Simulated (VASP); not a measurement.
# Co2Cl3 (P-3m1) in VASP: relaxation of cell and atoms with PBE

Aim: the relaxation of cell and atoms of Co2Cl3 with PBE.

Everything below comes from runs of VASP 6.6.1. Logs are shortened: lines on timing, memory, paths and dates and some standing lists are left out, and cuts for length are marked.

## (1) The crystal as given

It takes space group P-3m1 (No. 164, trigonal). The conventional cell has a = 4.033 Å, b = 4.033 Å, c = 6.453 Å, α = 90.00°, β = 90.00°, γ = 120.00°. Around Co (site symmetry 3m) lie 4 Cl at 2.42 to 2.56 Å. Cl (site symmetry 3m) has 4 Co at 2.42 to 2.56 Å as nearest neighbours. Around Cl (site symmetry -3m) lie 6 Co at 2.83 Å.

The cell was built by a generator and needn't be a form met in nature.

## (2) Relaxation of cell and atoms, PBE, collinear spin, ferromagnetic start

INCAR

```
ALGO = Normal ; EDIFF = 1E-6
EDIFFG = -0.005 ; ENCUT = 600
GGA = PE ; IBRION = 2
ISIF = 3 ; ISMEAR = 0
ISPIN = 2 ; LASPH = True
LCHARG = False ; LMAXMIX = 4
LORBIT = 11 ; LREAL = False
LWAVE = False ; MAGMOM = 2 2 0 0 0
NELM = 120 ; NSW = 40
PREC = Accurate ; SIGMA = 0.05
```

KPOINTS

```
k-points
0
Gamma
  8 8 4
```

POSCAR

```
Co2Cl3
1.0
    4.0330717700      0.0000000000      0.0000000000
   -2.0165358800      3.4927426100      0.0000000000
    0.0000000000      0.0000000000      6.4534990700
Co Cl
2 3
Direct
    0.6666666700      0.3333333300      0.7501509800
    0.3333333300      0.6666666700      0.2498490200
    0.6666666700      0.3333333300      0.3536560200
    0.3333333300      0.6666666700      0.6463439800
    0.0000000000      0.0000000000      0.0000000000
```

Potentials or basis: VASP PAW PBE potentials, release 64 (Co, Cl).

Launch:

```bash
$ cat potpaw_PBE.64/Co/POTCAR potpaw_PBE.64/Cl/POTCAR > POTCAR
$ mpirun -np 1 vasp_std > vasp.out
```

OUTCAR:

```text
EDIFF = 1E-6
   EDIFFG = -0.005
   ENCUT = 600
   GGA = PE
   IBRION = 2
   ISIF = 3
   ISMEAR = 0
   ISPIN = 2
   LASPH = True
   LORBIT = 11
   LREAL = False
   NELM = 120
   NSW = 40
   PREC = Accurate

 ion  position               nearest neighbor table
   1  0.667  0.333  0.750-   4 2.42   4 2.42   4 2.42   3 2.56   5 2.83   5 2.83   5 2.83
   2  0.333  0.667  0.250-   3 2.42   3 2.42   3 2.42   4 2.56   5 2.83   5 2.83   5 2.83
   3  0.667  0.333  0.354-   2 2.42   2 2.42   2 2.42   1 2.56
   4  0.333  0.667  0.646-   1 2.42   1 2.42   1 2.42   2 2.56
   5  0.000  0.000  0.000-   1 2.83   2 2.83   2 2.83   1 2.83   1 2.83   2 2.83

  LATTYP: Found a hexagonal cell.
 ALAT       =     4.0330717700
 C/A-ratio  =     1.6001448618

  Lattice vectors:

 A1 = (   4.0330717700,   0.0000000000,   0.0000000000)
 A2 = (  -2.0165358800,   3.4927426100,   0.0000000000)
 A3 = (   0.0000000000,   0.0000000000,   6.4534990700)

Analysis of symmetry for initial positions (statically):
=====================================================================
 Subroutine PRICEL returns:
 Original cell was already a primitive cell.

 Routine SETGRP: Setting up the symmetry group for a
 hexagonal supercell.

 Subroutine GETGRP returns: Found 12 space group operations
 (whereof 12 operations were pure point group operations)
 out of a pool of 24 trial point group operations.

The static configuration has the point symmetry D_3d.

Analysis of symmetry for dynamics (positions and initial velocities):
=====================================================================
 Subroutine PRICEL returns:
 Original cell was already a primitive cell.

 Routine SETGRP: Setting up the symmetry group for a
 hexagonal supercell.

 Subroutine GETGRP returns: Found 12 space group operations
 (whereof 12 operations were pure point group operations)
 out of a pool of 24 trial point group operations.

The dynamic configuration has the point symmetry D_3d.

Analysis of structural, dynamic, and magnetic symmetry:
=====================================================================
 Subroutine PRICEL returns:
 Original cell was already a primitive cell.

 Routine SETGRP: Setting up the symmetry group for a
 hexagonal supercell.

 Subroutine GETGRP returns: Found 12 space group operations
 (whereof 12 operations were pure point group operations)
 out of a pool of 24 trial point group operations.

The overall configuration has the point symmetry D_3d.

 Subroutine INISYM returns: Found 12 space group operations
 (whereof 12 operations are pure point group operations),
 and found     1 'primitive' translations

----------------------------------------------------------------------------------------

                                     Primitive cell

  volume of cell :      90.9071

  direct lattice vectors                    reciprocal lattice vectors
     4.033071770  0.000000000  0.000000000     0.247949964  0.143153978  0.000000000
    -2.016535880  3.492742610  0.000000000     0.000000000  0.286307957  0.000000000
     0.000000000  0.000000000  6.453499070     0.000000000  0.000000000  0.154954698

  length of vectors
     4.033071770  4.033071769  6.453499070     0.286307957  0.286307957  0.154954698

  position of ions in fractional coordinates (direct lattice)
     0.666666670  0.333333330  0.750150980
     0.333333330  0.666666670  0.249849020
     0.666666670  0.333333330  0.353656020
     0.333333330  0.666666670  0.646343980
     0.000000000  0.000000000  0.000000000

  ion indices of the primitive-cell ions
   primitive index   ion index
                 1           1
                 2           2
                 3           3
                 4           4
                 5           5

----------------------------------------------------------------------------------------

 KPOINTS: k-points

Automatic generation of k-mesh.
 Grid dimensions read from file:
 generate k-points for:    8    8    4

 Generating k-lattice:

  Cartesian coordinates                     Fractional coordinates (reciprocal lattice)
     0.030993745  0.017894247  0.000000000     0.125000000  0.000000000  0.000000000
     0.000000000  0.035788495  0.000000000     0.000000000  0.125000000  0.000000000
     0.000000000  0.000000000  0.038738675     0.000000000  0.000000000  0.250000000

  Length of vectors
     0.035788495  0.035788495  0.038738675

  Shift w.r.t. Gamma in fractional coordinates (k-lattice)
     0.000000000  0.000000000  0.000000000

 Subroutine IBZKPT returns following result:
 ===========================================

 Found     35 irreducible k-points:

 Following reciprocal coordinates:
            Coordinates               Weight
  0.000000  0.000000  0.000000      1.000000
  0.125000 -0.000000  0.000000      6.000000
  0.250000 -0.000000  0.000000      6.000000
  0.375000 -0.000000  0.000000      6.000000
  0.500000 -0.000000  0.000000      3.000000
  0.125000  0.125000  0.000000      6.000000
[... 16 lines left out ...]
 -0.125000  0.500000  0.250000     12.000000
  0.250000  0.250000  0.250000     12.000000
 [... further k-points ...]
   k-points           NKPTS =     35   k-points in BZ     NKDIM =     35   number of bands    NBANDS=     25
   number of dos      NEDOS =    301   number of ions     NIONS =      5
   total plane-waves  NPLWV =  55296
   dimension x,y,z NGX =    32 NGY =   32 NGZ =   54
   dimension x,y,z NGXF=    64 NGYF=   64 NGZF=  108
   ions per type =               2   3
   NGX,Y,Z   is equivalent  to a cutoff of  13.19, 13.19, 13.91 a.u.
   NGXF,Y,Z  is equivalent  to a cutoff of  26.38, 26.38, 27.82 a.u.
 SYSTEM =  unknown system
   PREC   = accura    normal or accurate (medium, high low for compatibility)
   ISTART =      0    job   : 0-new  1-cont  2-samecut
   ICHARG =      2    charge: 1-file 2-atom 10-const
   ISPIN  =      2    spin polarized calculation?
   LNONCOLLINEAR =      F non collinear calculations
   LSORBIT =      F    spin-orbit coupling
   LASPH  =      T    aspherical Exc in radial PAW
   ENCUT  =  600.0 eV  44.10 Ry    6.64 a.u.   8.06  8.06 12.89*2*pi/ulx,y,z
   NELM   =    120;   NELMIN=  2; NELMDL= -5     # of ELM steps
   EDIFF  = 0.1E-05   stopping-criterion for ELM
   LREAL  =      F    real-space projection
   EDIFFG = -.5E-02   stopping-criterion for IOM
   NSW    =     40    number of steps for IOM
   IBRION =      2    ionic relax: 0-MD 1-quasi-New 2-CG
   NFREE  =      1    steps in history (QN), initial steepest desc. (CG)
   ISIF   =      3    stress and relaxation
   ISYM   =      2    0-nonsym 1-usesym 2-fastsym
   POTIM  = 0.5000    time-step for ionic-motion
   TEBEG  =    0.0;   TEEND  =   0.0 temperature during run
   PSTRESS=    0.0 pullay stress
   NELECT =      39.0000    total number of electrons
   NUPDOWN=      -1.0000    fix difference up-down
   EMIN   =  10.00;   EMAX   =-10.00  energy-range for DOS
   EFERMI =   0.00;   METHOD = LEGACY
   ISMEAR =     0;   SIGMA  =   0.05  broadening in eV -4-tet -1-fermi 0-gaus
   EFERMI_NEDOS =   21; number of points for ismear=-14 and -15
   IALGO  =     38    algorithm
   IMIX   =      4    mixing-type and parameters
     AMIX     =   0.40;   BMIX     =  1.00
     AMIX_MAG =   1.60;   BMIX_MAG =  1.00
  volume/ion in A,a.u.               =      18.18       122.69
  Fermi-wavevector in a.u.,A,eV,Ry     =   1.234707  2.333257 20.742087  1.524500
  Thomas-Fermi vector in A             =   2.369386
   LORBIT       =     11    0 simple, 1 ext, 2 COOP (PROOUT), +10 PAW based schemes
   GGA     = PE    functional components
   LHFCALC =     F    Hartree Fock is set to
   AEXX    =    0.0000 exact exchange contribution
   IVDW    =     0    specifies the selected vdW correction
   LEPSILON=     F    determine dielectric tensor
   LRPA    =     F    only Hartree local field effects (RPA)
 conjugate gradient relaxation of ions
 spin polarized calculation
 Gauss-broadening in eV      SIGMA  =   0.05
  energy-cutoff  :      600.00
  volume of cell :       90.91
 maximum number of plane-waves:      3062
   NGX = 17   NGY = 17   NGZ = 25

--------------------------------------- Ionic step        1  -------------------------------------------

 number of electron      39.0000000 magnetization       4.9999965

 Free energy of the ion-electron system (eV)
  ---------------------------------------------------
  ext. energy  EPLUGINS =         0.00000000
  ---------------------------------------------------
  free energy    TOTEN  =       -20.08840058 eV

  energy without entropy =      -20.08509202  energy(sigma->0) =      -20.08674630

 E-fermi :   5.7502     XC(G=0): -10.1041

 val. band max:        5.7393617827   @ k =   0.3750   0.1250   0.5000
 cond. band min:       5.7505071913   @ k =   0.2500   0.1250   0.0000
 fundamental gap:      0.0111454086
 Fermi energy:         5.7502292935

 spin component 1

 k-point     1 :       0.0000    0.0000    0.0000
  band No.  band energies     occupation
      1     -11.8801      1.00000
      2     -10.4756      1.00000
      3     -10.1803      1.00000
      4      -0.3250      1.00000
      5      -0.2980      1.00000
      6      -0.2980      1.00000
[... 1375 lines left out ...]
  energy  without entropy=      -20.0850920211  energy(sigma->0) =      -20.08674630

--------------------------------------- Ionic step        2  -------------------------------------------

 number of electron      39.0000002 magnetization       5.0000000

 E-fermi :   5.3494     XC(G=0):  -9.9704

 val. band max:        5.3355218098   @ k =   0.3750   0.2500   0.2500
 cond. band min:       5.3595639237   @ k =   0.1250   0.1250   0.0000
 fundamental gap:      0.0240421139
 Fermi energy:         5.3494413801

 spin component 1

 k-point     1 :       0.0000    0.0000    0.0000
  band No.  band energies     occupation
      1     -11.9678      1.00000
      2     -10.8151      1.00000
      3     -10.4337      1.00000
      4      -0.4772      1.00000
      5      -0.4092      1.00000
      6      -0.4092      1.00000
[... 1410 lines left out ...]
  FREE ENERGIE OF THE ION-ELECTRON SYSTEM (eV)
  ---------------------------------------------------
  free  energy   TOTEN  =       -20.8409500612 eV

  energy  without entropy=      -20.8388461258  energy(sigma->0) =      -20.83989809

[... ionic steps 4 to 33 ...]

--------------------------------------- Ionic step       34  -------------------------------------------

 number of electron      39.0000026 magnetization       5.0000007

------------------------ aborting loop because EDIFF is reached ----------------------------------------

  FORCE on cell =-STRESS in cart. coord.  units (eV):
  Direction    XX          YY          ZZ          XY          YZ          ZX
  --------------------------------------------------------------------------------------
  -------------------------------------------------------------------------------------
  Total        0.0114591      0.0114591      0.0268200      0.0000000      0.0000000     -0.0000000
  in kB        0.1775916      0.1775916      0.4156511      0.0000000      0.0000000     -0.0000000
  external PRESSURE =       0.2569448 kB  Pullay stress =       0.0000000 kB
[... 63 lines left out ...]
  energy  without entropy=      -21.3231636095  energy(sigma->0) =      -21.32841603

--------------------------------------- Ionic step       36  -------------------------------------------

 number of electron      39.0000025 magnetization       5.0000007

 Free energy of the ion-electron system (eV)
  ---------------------------------------------------
  ext. energy  EPLUGINS =         0.00000000
  ---------------------------------------------------
  free energy    TOTEN  =       -21.33368066 eV

  energy without entropy =      -21.32318702  energy(sigma->0) =      -21.32843384

 E-fermi :   4.0878     XC(G=0):  -9.2274

 val. band max:        4.0863104369   @ k =   0.2500   0.1250   0.0000
 cond. band min:       4.0881491233   @ k =   0.2500   0.1250   0.5000
 fundamental gap:      0.0018386863
 Fermi energy:         4.0878096401

 spin component 1

 k-point     1 :       0.0000    0.0000    0.0000
  band No.  band energies     occupation
      1     -12.9570      1.00000
      2     -12.4911      1.00000
      3     -12.1319      1.00000
      4      -2.4527      1.00000
      5      -1.2632      1.00000
      6      -1.0708      1.00000
[... 1371 lines left out ...]
  FREE ENERGIE OF THE ION-ELECTRON SYSTEM (eV)
  ---------------------------------------------------
  free  energy   TOTEN  =       -21.3336806566 eV

  energy  without entropy=      -21.3231870246  energy(sigma->0) =      -21.32843384

 reached required accuracy - stopping structural energy minimisation

 total charge

# of ion       s       p       d       tot
------------------------------------------
    1        0.272   0.274   7.276   7.821
    2        0.272   0.274   7.276   7.821
    3        1.595   3.519   0.000   5.114
    4        1.595   3.519   0.000   5.114
    5        1.599   3.502   0.000   5.101
--------------------------------------------------
tot          5.333  11.087  14.551  30.971

 magnetization (x)

# of ion       s       p       d       tot
------------------------------------------
    1        0.013   0.019   2.187   2.219
    2        0.013   0.019   2.187   2.219
    3        0.010   0.123   0.000   0.132
    4        0.010   0.123   0.000   0.132
    5        0.013   0.088   0.000   0.101
--------------------------------------------------
tot          0.059   0.372   4.373   4.804
```

Run time: 31 min. Hardware: 1 thread of Intel Xeon Platinum 8559C (Emerald Rapids), shared host; peak memory 0.39 GiB.

What came out:

| Item | Value |
| --- | --- |
| Free energy | -21.3337 eV |
| Relaxed volume | 20.69 Å³/atom |
| Relaxed cell | a = 3.603 Å, b = 3.603 Å, c = 9.202 Å, α = 90.00°, β = 90.00°, γ = 120.00° |
| Space group after relaxing (to 0.05 Å) | P-3m1 (No. 164) |
| Energy gained by relaxing | 249.1 meV/atom |
| Ionic steps | 36 |
| Pressure after relaxing | 0.0 GPa |
| Largest force after relaxing | 0.003 eV/Å |
| Band gap on the k mesh | none (metal or under the smearing width) |
| Net moment | 5.00 μB per cell |
| Site moments | Co +2.22; Cl +0.13, +0.10 μB |
| Valence electrons inside the program's atomic spheres | Co 7.82; Cl 5.11, 5.10 |

Forces in eV/Å, atoms in the order of the input:
```
Co   0.000  0.000  0.003
Co   0.000  0.000 -0.003
Cl   0.000  0.000 -0.001
Cl   0.000  0.000  0.001
Cl   0.000  0.000  0.000
```

Step by step:
| step | energy change (eV) | largest force (eV/Å) | pressure (GPa) | volume (Å³) |
| --- | --- | --- | --- | --- |
| 1 | 0.0000 | 0.6877 | 1.66 | 90.91 |
| 2 | -0.2658 | 0.4944 | -0.23 | 93.32 |
| 3 | -0.7525 | 0.4636 | -2.71 | 99.81 |
| 4 | -1.0723 | 0.6159 | -2.15 | 109.62 |
| 5 | -1.0614 | 0.5923 | -2.44 | 107.91 |
| 6 | -1.1523 | 0.5931 | 2.65 | 97.83 |
| 7 | -1.1724 | 0.5816 | 0.95 | 100.64 |
| 8 | -1.2294 | 0.2099 | -0.48 | 100.47 |
| 9 | -1.2318 | 0.1288 | -0.28 | 100.50 |
| 10 | -1.2376 | 0.0393 | 0.39 | 99.29 |
| 11 | -1.2376 | 0.0326 | 0.46 | 99.20 |
| 12 | -1.2396 | 0.0740 | -0.14 | 100.38 |
| 13 | -1.2399 | 0.0636 | 0.02 | 100.03 |
| 14 | -1.2409 | 0.0295 | 0.07 | 100.28 |
| 15 | -1.2412 | 0.0225 | 0.13 | 100.46 |
| 16 | -1.2410 | 0.0665 | 0.17 | 100.83 |
| 17 | -1.2413 | 0.0349 | 0.09 | 100.57 |
| 18 | -1.2420 | 0.0317 | -0.06 | 101.21 |
| 19 | -1.2422 | 0.0299 | -0.18 | 101.58 |
| 20 | -1.2427 | 0.0332 | -0.11 | 101.61 |
| 21 | -1.2435 | 0.0438 | 0.08 | 101.71 |
| 22 | -1.2439 | 0.0282 | 0.04 | 101.95 |
| 23 | -1.2444 | 0.0518 | -0.15 | 102.66 |
| 24 | -1.2444 | 0.0419 | -0.11 | 102.50 |
| 25 | -1.2447 | 0.0334 | -0.02 | 102.54 |
| 26 | -1.2448 | 0.0254 | 0.04 | 102.57 |
| 27 | -1.2447 | 0.0267 | 0.17 | 102.64 |
| 28 | -1.2448 | 0.0198 | 0.08 | 102.59 |
| 29 | -1.2450 | 0.0183 | 0.07 | 102.79 |
| 30 | -1.2452 | 0.0124 | -0.02 | 103.37 |
| 31 | -1.2452 | 0.0131 | -0.02 | 103.28 |
| 32 | -1.2453 | 0.0035 | 0.04 | 103.29 |
| 33 | -1.2453 | 0.0054 | 0.02 | 103.29 |
| 34 | -1.2453 | 0.0010 | 0.03 | 103.38 |
| 35 | -1.2453 | 0.0056 | -0.01 | 103.52 |
| 36 | -1.2453 | 0.0031 | 0.01 | 103.47 |

Final structure:
```
CELL_PARAMETERS angstrom
3.60322 0.00000 0.00000
-1.80161 3.12048 0.00000
0.00000 0.00000 9.20246
ATOMIC_POSITIONS crystal
Co 0.66667 0.33333 0.81376
Co 0.33333 0.66667 0.18624
Cl 0.66667 0.33333 0.30069
Cl 0.33333 0.66667 0.69931
Cl 0.00000 0.00000 0.00000
```

Caveat: this functional lacks dispersion, which binds the layers, so the pressure and a relaxed spacing across them are unreliable; semilocal functionals often make such compounds metallic where correlation or magnetic order opens a gap, which also shifts bond lengths. With open d or f shells a metallic result of PBE can be an artefact of self-interaction; +U or a hybrid may open a gap.

## (3) For comparison

An earlier run on the cell as given: functional PBE; potentials or basis VASP PAW PBE potentials, release 64 (Co, Cl); cutoff 520 eV; k mesh 8 × 8 × 4; occupations fermi-dirac, width 0.05 eV; collinear spin, ferromagnetic start; starting moments [2.0, 2.0, 0.0, 0.0, 0.0] μB.

- Pressure: 1.6 GPa
- Largest force: 0.692 eV/Å
- Band gap on the k mesh: none (metal or under the smearing width)
- Net moment: 5.00 μB per cell
- Site moments: Co +2.23; Cl +0.13, +0.11 μB
- Valence electrons inside the program's atomic spheres: Co 7.72; Cl 5.12, 5.09
